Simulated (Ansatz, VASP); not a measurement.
**Si3N4 (amorphous silicon nitride) in two plane-wave programs**

Aim: how closely do two programs agree when they are given the same cell, functional and k mesh? The structure shown is the end of the Ansatz relaxation below.

Method: plane waves, with VASP 6.6.1 beside it; single point at LDA and single point at PBE with D3(BJ), in Ansatz 0.2.0.

### 1. The starting structure

The cell holds 126 atoms: 54 Si and 72 N. Its edges and angles: a = 10.872 Å, b = 10.884 Å, c = 10.859 Å, α = 90.0°, β = 90.0°, γ = 90.0°. As first built, before any earlier steps moved the atoms (in the runner's words): 126 atoms (54 Si, 72 N) placed at random at 3.14 g/cm^3 and pushed apart to contact distance.

### 2. Ansatz: relaxation, LDA

Ansatz runs on its default PAW (the set named soft_2) files.

This run makes the geometry at which the two programs are then compared.

Input file input.yaml:

```yaml
crystal:
  lattice:
    - [11.02785, 0.0, 0.0]
    - [0.0, 11.05672, 0.0]
    - [0.0, 0.0, 11.02752]
  atoms:
    - { symbol: Si, position: [0.52699, 0.83214, 0.20302] }
    - { symbol: Si, position: [0.1142, 0.68507, 0.60551] }
    # ... one line an atom, as in the record's system
kpoints:
  mp_grid: { grid: [1, 1, 1] }
hamiltonian:
  xc: lda
scf:
  occupations: { method: fixed }
output:
  forces: true
  stress: true
relax:
  f_tol: 0.04
  max_steps: 60
  cell: { stress_tol: 0.1, fix: [alpha, beta, gamma] }
```

Launch:

```console
$ ansatz run input.yaml --threads 32 --pin off --max-ram 92160MiB --backend cuda --events-out ev --progress --plain --runs-dir out --max-vram 78GiB
```

Numbers of over 12 decimals in the logs are rounded to 6 here.

Output:

```text
Engine: ansatz 0.2.0, aarch64-unknown-linux-gnu
Pseudopotentials: kind: paw
Pseudopotential: Si, paw, valence charge 4, recommended cutoff 420 eV (normal), Si.paw.azcp
Pseudopotential: N, paw, valence charge 5, recommended cutoff 420 eV (normal), N.paw.azcp
[...]
Crystal: 126 atoms, lattice volume = 1344.606 Å³
Basis set: ecut = 420 eV, 26201 PW (Γ)
Bands: 414, of which v1, the nominal top of the filled ones, is band 288 counted from 1 (287 counted from 0)
k-points: 1
PAW frozen core: Si, regenerated for the run's functional, and the local potential with it (the file was generated under x = pbe(κ = 0.804, μ = 0.219515), c = pbe(β = 0.066725))
PAW frozen core: N, regenerated for the run's functional, and the local potential with it (the file was generated under x = pbe(κ = 0.804, μ = 0.219515), c = pbe(β = 0.066725))
[...]
automatic band count: iteration 3 solves 376 bands in place of 414: the levels show a gap, and the empty bands left out lie too high to hold charge; the band table lists the bands solved (type scf.n_extra_bands for more)
relax step   1: F+E_penalty+E_count = -59895.18339131 eV  Δ(F+E_penalty+E_count) = +0.000e0 eV  max|allowed force component| = 4.503e-1 eV/Å  Δτ_max = 0.0000 Å  P = -8.427 GPa  Ω = 1344.606 Å³
[... from here on, the SCF cycles and remarks between the steps are left out ...]
relax step   2: F+E_penalty+E_count = -59896.36857807 eV  Δ(F+E_penalty+E_count) = -1.185e0 eV  max|allowed force component| = 3.240e-1 eV/Å  Δτ_max = 0.0288 Å  P = -4.072 GPa  Ω = 1314.654 Å³
relax step   4: F+E_penalty+E_count = -59896.80154676 eV  Δ(F+E_penalty+E_count) = -7.625e-3 eV  max|allowed force component| = 1.319e-1 eV/Å  Δτ_max = 0.0064 Å  P = +0.120 GPa  Ω = 1290.083 Å³
relax step   7: F+E_penalty+E_count = -59896.84282773 eV  Δ(F+E_penalty+E_count) = -2.722e-2 eV  max|allowed force component| = 4.430e-2 eV/Å  Δτ_max = 0.0584 Å  P = -0.038 GPa  Ω = 1287.812 Å³
relax step  10: F+E_penalty+E_count = -59896.84877317 eV  Δ(F+E_penalty+E_count) = -1.803e-3 eV  max|allowed force component| = 4.417e-2 eV/Å  Δτ_max = 0.0140 Å  P = -0.003 GPa  Ω = 1287.216 Å³
relax step  13: F+E_penalty+E_count = -59896.68837452 eV  Δ(F+E_penalty+E_count) = +1.611e-1 eV  max|allowed force component| = 2.324e-2 eV/Å  Δτ_max = 0.0000 Å  P = -0.250 GPa  Ω = 1287.278 Å³
relax step  14: F+E_penalty+E_count = -59896.64361209 eV  Δ(F+E_penalty+E_count) = +4.476e-2 eV  max|allowed force component| = 4.306e-1 eV/Å  Δτ_max = 0.0614 Å  P = +0.811 GPa  Ω = 1278.300 Å³
relax step  15: F+E_penalty+E_count = -59896.69918284 eV  Δ(F+E_penalty+E_count) = -1.081e-2 eV  max|allowed force component| = 1.699e-2 eV/Å  Δτ_max = 0.0073 Å  P = +0.076 GPa  Ω = 1285.027 Å³
relax step  16: F+E_penalty+E_count = -59896.69918284 eV  Δ(F+E_penalty+E_count) = -7.356e-9 eV  max|allowed force component| = 1.698e-2 eV/Å  Δτ_max = 0.0000 Å  P = +0.071 GPa  Ω = 1285.027 Å³
basis re-selected at this cell: Δ(F+E_penalty+E_count) = -7.356e-9 eV, ΔP = -0.005 GPa vs the last step (what re-selecting the basis moved, of the pressure what is left beyond the Pulay correction that the steps carried, after the strain that the cell walked since its last selection, with what the two solves' SCF thresholds leave and, on support functions, any second-order correction that the steps lacked; it is no m [...]
SCF converged after 3 iterations
Free energy (F): -59896.699183 eV
Internal energy: -59896.699183 eV  (E = F + TS)
E sigma→0 (E₀):  -59896.699183 eV
Fermi energy:    8.562442 eV
--- Forces (eV/Å), atoms counted from 1 ---
  max |Σ_I F_I| component: 4.14e-5 eV/Å
--- Stress (GPa, compression-positive) ---
        0.081554      -2.227987       0.610397
       -2.227987       0.065782      -1.574867
        0.610397      -1.574867       0.066790
  P = ⅓ Tr σ = 0.0714 GPa (0.714 kbar)
--- Band table (eV) ---
--- Relaxed structure (14 steps of the walk, 11 accepted, 2 SCFs on fresh bases) ---
  F+E_penalty+E_count = -59896.69918284 eV   max|allowed force component| = 1.698e-2 eV/Å   (the final SCF, on the basis selected at the relaxed cell)
  cell:  # Å, volume = 1285.0272 Å³
    - [10.872464, 0, 0]
    - [0, 10.884187, 0]
    - [0, 0, 10.858962]
  atoms:
    [... one line an atom ...]
```

### 3. VASP: single point, LDA

The same cell, functional (in two slightly different forms) and mesh now go to VASP, with its own data sets.

Lines of VASP's logs that name or quote its potential files are left out, and so is its time.

Input file INCAR:

```
SYSTEM = Si3N4
PREC = Accurate
ENCUT = 520
EDIFF = 1E-06
NELM = 120
ISMEAR = 0
SIGMA = 0.01
LREAL = Auto
ALGO = Normal
GGA = CA
NBANDS = 384
LORBIT = 11
LWAVE = .FALSE.
LCHARG = .FALSE.
ISIF = 2
LASPH = .TRUE.
GGA_COMPAT = .FALSE.
EFERMI = MIDGAP
NCORE = 4
```

Input file POSCAR:

```
Si3N4
1.0
   10.8724640000      0.0000000000      0.0000000000
    0.0000000000     10.8841870000      0.0000000000
    0.0000000000      0.0000000000     10.8589620000
Si N
54 72
Direct
    0.5266400000      0.8320300000      0.2026000000
    0.1134600000      0.6862000000      0.6060000000
    0.7405500000      0.5122400000      0.3733500000
    0.9992200000      0.9280600000      0.4925200000
    0.3584500000      0.6517000000      0.1093500000
    0.3047300000      0.4489000000      0.3073200000
    0.4821500000      0.5172200000      0.4873100000
    0.3530500000      0.1075500000      0.6903000000
    0.8746400000      0.9266600000      0.7604500000
    0.1081300000      0.0183500000      0.1772600000
    0.6302900000      0.9673100000      0.9558500000
    0.8300200000      0.7877200000      0.9773200000
    0.5055700000      0.4780900000      0.7506700000
    0.7681400000      0.4415100000      0.8338200000
    0.8253500000      0.1821400000      0.7628600000
    0.5798500000      0.6468400000      0.9102200000
    0.0861900000      0.1846900000      0.4032300000
    0.6376000000      0.0298000000      0.3416700000
    0.0887800000      0.2472500000      0.6594200000
    0.7340200000      0.9753800000      0.5972800000
    0.2782600000      0.0174600000      0.4930100000
    0.0647400000      0.6532300000      0.0396100000
    0.3046800000      0.6655300000      0.7702100000
    0.0395600000      0.2519600000      0.9252900000
    0.2184300000      0.4309300000      0.5644900000
    0.0705300000      0.5603200000      0.2838400000
    0.8463600000      0.2606400000      0.5020400000
    0.2331000000      0.8382500000      0.1280000000
    0.2767900000      0.0801700000      0.9779900000
    0.1722900000      0.3642100000      0.1078700000
[... 90 atom lines left out ...]
    0.7878800000      0.9457100000      0.9652500000
    0.9295500000      0.1945300000      0.3787500000
    0.8910400000      0.9381600000      0.6022100000
    0.5346800000      0.4235400000      0.6061100000
    0.0816800000      0.3454000000      0.7969200000
    0.2251400000      0.5336800000      0.7962600000
```

Input file KPOINTS:

```
Automatic mesh
0
Gamma
1 1 1
0 0 0
```

Potentials, in the order of the species: Si and N (LDA family, release 64).

Launch:

```console
$ mpirun -np 16 vasp_gam
```

Output:

```text
[banner, memory and clock lines left out]
running   16 mpi-ranks, on    1 nodes
[...]
LDA part: xc-table for (Slater(with rela. corr.)+CA(PZ))
 , standard interpolation
 POSCAR, INCAR and KPOINTS ok, starting setup
[...]
entering main loop
       N       E                     dE             d eps       ncg     rms          rms(c)
DAV:   1     0.432210639372E+04    0.43221E+04   -0.32688E+05   768   0.148E+03
DAV:   2    -0.825919219182E+03   -0.51480E+04   -0.48900E+04   968   0.333E+02
DAV:   3    -0.124103734042E+04   -0.41512E+03   -0.41044E+03   928   0.977E+01
DAV:   4    -0.125102117921E+04   -0.99838E+01   -0.99076E+01   928   0.159E+01
[...]
DAV:  15    -0.108897069063E+04    0.84261E-05   -0.53359E-05   936   0.124E-02    0.293E-02
DAV:  16    -0.108897068303E+04    0.75961E-05   -0.20930E-05   936   0.101E-02    0.102E-02
DAV:  17    -0.108897068304E+04   -0.10288E-07   -0.74949E-06   936   0.570E-03
   1 F= -.10889707E+04 E0= -.10889707E+04  d E =0.000000E+00
```

Parts of OUTCAR (step 3):

```text
  Total        4.1754587      4.3110269      3.9071497    -18.0376753    -12.5048450      4.8365933
  in kB        5.2059799      5.3750069      4.8714511    -22.4894514    -15.5910947      6.0302853
  external PRESSURE =       5.1508127 kB  Pullay stress =       0.0000000 kB

 POSITION                                       TOTAL-FORCE (eV/Angst)
 -----------------------------------------------------------------------------------
      5.72587      9.05597      2.20003         0.003526      0.014353     -0.003388
[...]
6.13348      4.47971      1.13400         0.005607     -0.015640     -0.004707
      3.30240      9.43583      4.83539        -0.004992      0.008903     -0.017250
      5.96637      9.24242      9.37042         0.008511     -0.006595      0.027467
      7.76848      3.18939      8.56283         0.002947      0.018655     -0.008364
      2.05914     10.54057      0.50472         0.000079     -0.015183     -0.029724
      6.96414      5.76339      8.90663         0.027339      0.010195     -0.009084
      8.07454      5.62887      2.29352         0.018225     -0.003107     -0.014034
      4.13001      8.72672      1.74818         0.009352      0.028308      0.009720
      1.56607      9.63512      2.72886        -0.015715     -0.000922      0.038543
      0.90742      5.68274      6.51733        -0.004650     -0.008352      0.004067
      9.90155      1.83769      9.77828        -0.017525      0.014743     -0.012686
      8.35223      0.32663      2.82659        -0.011996     -0.003647      0.006564
[...]
-----------------------------------------------------------------------------------
    total drift:                               -0.002701      0.009113     -0.000890

  FREE ENERGIE OF THE ION-ELECTRON SYSTEM (eV)
  ---------------------------------------------------
  free  energy   TOTEN  =     -1088.9706830444 eV

  energy  without entropy=    -1088.9706830444  energy(sigma->0) =    -1088.97068304

[... 3 further parts left out ...]
[key lines of the parts left out:]
E-fermi :   8.2729
```

The run ends at a pressure of 0.52 GPa, with forces up to 0.15 eV/Å.

### 4. Differences

Known differences besides the potentials themselves: the two LDA forms differ slightly; fixed occupations in Ansatz, narrow Gaussian smearing in VASP; the cutoff is 420 eV in Ansatz and 520 eV in VASP (PREC = Accurate, projectors in real space); VASP's log shows a relativistic correction to its local exchange, Ansatz's none. Total energies have different zeros and are not compared.

Compared:

| quantity | Ansatz | VASP | difference |
| --- | --- | --- | --- |
| gap on the k mesh (eV) | 2.265 | 2.242 | +0.023 |

A gap on the mesh is an upper bound, since the band edges may lie between its points.

### 5. Ansatz: relaxation, PBE with D3(BJ)

This run makes the geometry at which the two programs are then compared. The cell compared in this pair holds 1310.04 Å³, against 1285.03 Å³ for the pair before.

The structure compared here is the end of the Ansatz relaxation.

Changes to input.yaml since step 2:

```diff
@@ -12,3 +12,4 @@
 hamiltonian:
-  xc: lda
+  xc: pbe
+  dispersion: d3bj
 scf:
```

Launch:

```console
$ ansatz run input.yaml --threads 32 --pin off --max-ram 92160MiB --backend cuda --events-out ev --progress --plain --runs-dir out --max-vram 78GiB
```

Output:

```text
[...]
Crystal: 126 atoms, lattice volume = 1344.606 Å³
Basis set: ecut = 420 eV, 26201 PW (Γ), exchange–correlation on 150×150×150 points (8 copies of the dense FFT grid, shifted against one another)
Bands: 414, of which v1, the nominal top of the filled ones, is band 288 counted from 1 (287 counted from 0)
k-points: 1
[...]
--- Stress (GPa, compression-positive) ---
        0.001825      -1.698597       0.981597
       -1.698595      -0.013812      -1.466956
        0.981596      -1.466956      -0.000921
  P = ⅓ Tr σ = -0.0043 GPa (-0.043 kbar)
--- Band table (eV) ---
--- Relaxed structure (20 steps of the walk, 16 accepted, 2 SCFs on fresh bases) ---
[...]
cell:  # Å, volume = 1310.0377 Å³
    - [10.989511, 0, 0]
    - [0, 10.909154, 0]
    - [0, 0, 10.927338]
  atoms:
    [... one line an atom ...]
[key lines of the parts left out:]
SCF converged after 4 iterations
Free energy (F): -62098.855055 eV
Fermi energy:    8.626217 eV
```

### 6. VASP: single point, PBE with D3(BJ)

The same cell, functional and mesh now go to VASP, with its own data sets.

Changes to INCAR since step 3:

```diff
@@ -9,3 +9,4 @@
 ALGO = Normal
-GGA = CA
+GGA = PE
+IVDW = 12
 NBANDS = 384
```

Input file POSCAR:

```
Si3N4
1.0
   10.9895110000      0.0000000000      0.0000000000
    0.0000000000     10.9091540000      0.0000000000
    0.0000000000      0.0000000000     10.9273380000
Si N
54 72
Direct
    0.5263300000      0.8323500000      0.2031900000
    0.1129300000      0.6860900000      0.6053800000
    0.7373900000      0.5109400000      0.3740200000
    0.9984700000      0.9284400000      0.4943400000
    0.3599500000      0.6530400000      0.1082300000
    0.3050300000      0.4488800000      0.3061200000
    0.4808300000      0.5165600000      0.4871100000
    0.3522400000      0.1060300000      0.6911500000
    0.8750700000      0.9268400000      0.7614200000
    0.1077800000      0.0181000000      0.1775400000
    0.6320000000      0.9674200000      0.9564300000
    0.8323300000      0.7870900000      0.9795600000
    0.5167300000      0.4828900000      0.7501700000
    0.7698800000      0.4455000000      0.8342900000
    0.8245900000      0.1828500000      0.7634200000
    0.5834600000      0.6557900000      0.9130200000
    0.0849600000      0.1845000000      0.4029100000
    0.6378500000      0.0300500000      0.3421200000
    0.0869800000      0.2445800000      0.6583000000
    0.7329600000      0.9743500000      0.5991600000
    0.2777700000      0.0179400000      0.4939600000
    0.0666800000      0.6532700000      0.0395800000
    0.3035600000      0.6611900000      0.7670400000
    0.0374700000      0.2509100000      0.9268000000
    0.2168900000      0.4303500000      0.5634800000
    0.0717400000      0.5613700000      0.2832400000
    0.8453400000      0.2603700000      0.5020900000
    0.2333000000      0.8379600000      0.1295400000
    0.2763600000      0.0795100000      0.9790300000
    0.1738000000      0.3656800000      0.1040500000
[... 90 atom lines left out ...]
    0.7885400000      0.9453900000      0.9680200000
    0.9289300000      0.1955600000      0.3781500000
    0.8900500000      0.9392000000      0.6033400000
    0.5371500000      0.4248200000      0.6056700000
    0.0779200000      0.3431400000      0.7968800000
    0.2230700000      0.5303900000      0.7950400000
```

KPOINTS is that of step 3.

The projector-augmented-wave data sets are Si and N (PBE family, release 64).

Launch:

```console
$ mpirun -np 16 vasp_gam
```

Output:

```text
[banner, memory and clock lines left out]
running   16 mpi-ranks, on    1 nodes
[...]
LDA part: xc-table for (Slater+PW92), standard interpolation
 POSCAR, INCAR and KPOINTS ok, starting setup
[...]
entering main loop
       N       E                     dE             d eps       ncg     rms          rms(c)
DAV:   1     0.448912319413E+04    0.44891E+04   -0.32515E+05   768   0.148E+03
DAV:   2    -0.688225870120E+03   -0.51773E+04   -0.49121E+04   984   0.349E+02
DAV:   3    -0.111805361976E+04   -0.42983E+03   -0.42554E+03   936   0.104E+02
DAV:   4    -0.112829737176E+04   -0.10244E+02   -0.10187E+02   952   0.171E+01
[...]
DAV:  16    -0.980830019213E+03   -0.17744E-04   -0.38950E-05   888   0.113E-02    0.856E-03
DAV:  17    -0.980830022498E+03   -0.32855E-05   -0.81046E-06   944   0.564E-03    0.518E-03
DAV:  18    -0.980830023195E+03   -0.69664E-06   -0.15112E-06   544   0.246E-03
   1 F= -.10132103E+04 E0= -.10132103E+04  d E =0.000000E+00
```

OUTCAR, selected parts (step 6):

```text
 Edisp (eV)  -32.38023

  Total      -1.75183    -1.68738    -1.74000   -14.00866   -11.98844     7.97808
  in kB      -2.14249    -2.06367    -2.12802   -17.13260   -14.66188     9.75720
  external pressure =       -2.11 kB  Pullay stress =        0.00 kB

 POSITION                                       TOTAL-FORCE (eV/Angst)
 -----------------------------------------------------------------------------------
[...]
6.20413      4.49697      1.13415         0.010891      0.010692     -0.001786
      3.34290      9.46325      4.85884        -0.018694     -0.003540      0.005933
      6.05181      9.15474      9.45127         0.000232     -0.002022      0.000085
      7.86168      3.22715      8.61315         0.006378      0.004831      0.004874
      2.07537     10.55592      0.51260         0.017095      0.003094      0.005240
      7.12197      5.91593      8.91594        -0.000087     -0.003532      0.004763
      8.17916      5.63294      2.32370        -0.001675      0.002758     -0.014016
      4.17612      8.76212      1.76761         0.006513      0.003150     -0.004982
      1.57260      9.65002      2.75205         0.002172     -0.007912      0.016434
      0.90257      5.69251      6.53837        -0.004891      0.004231     -0.001413
      9.97979      1.84834      9.85952         0.012529      0.004683     -0.015170
      8.44126      0.32695      2.85357         0.010402     -0.003929      0.006828
     10.98632      8.54667     10.79446        -0.005736     -0.010962      0.004885
[...]
-----------------------------------------------------------------------------------
    total drift:                                0.000753      0.009182      0.005605

  FREE ENERGIE OF THE ION-ELECTRON SYSTEM (eV)
  ---------------------------------------------------
  free  energy   TOTEN  =     -1013.2102513626 eV

  energy  without entropy=    -1013.2102513626  energy(sigma->0) =    -1013.21025136

[... 1 part as in an earlier step ...]

[... 2 further parts left out ...]
[key lines of the parts left out:]
E-fermi :   8.2457
```

The run ends at a pressure of -0.21 GPa, with forces up to 0.051 eV/Å.

### 7. Differences

Both answers:

| quantity | Ansatz | VASP | difference |
| --- | --- | --- | --- |
| gap on the k mesh (eV) | 2.290 | 2.273 | +0.016 |

A gap on the mesh is an upper bound, since the band edges may lie between its points.

### 8. Outcome

* difference in gap on the k mesh (single point, LDA): 0.023 eV
* difference in gap on the k mesh (single point, PBE with D3(BJ)): 0.016 eV

What this shows: The difference in gap on the k mesh is 0.023 eV (single point, LDA), within the 0.08 eV picked in this series as the mark of a large difference. How closely two codes agree says nothing of how well the functional describes the real material.

[Lines on the potential files, build, host, timing and source positions are cut from VASP's logs without a mark.]

[Logs are printed without paths, hosts, clocks, repeated set-up lines and the standing remarks that a program may print on its own settings, such as how far it seeks lower states.]

[Hosts, paths, dates, database ids (printed as entryN), source tags and the programs' standing remarks are cut or masked in the printed files.]
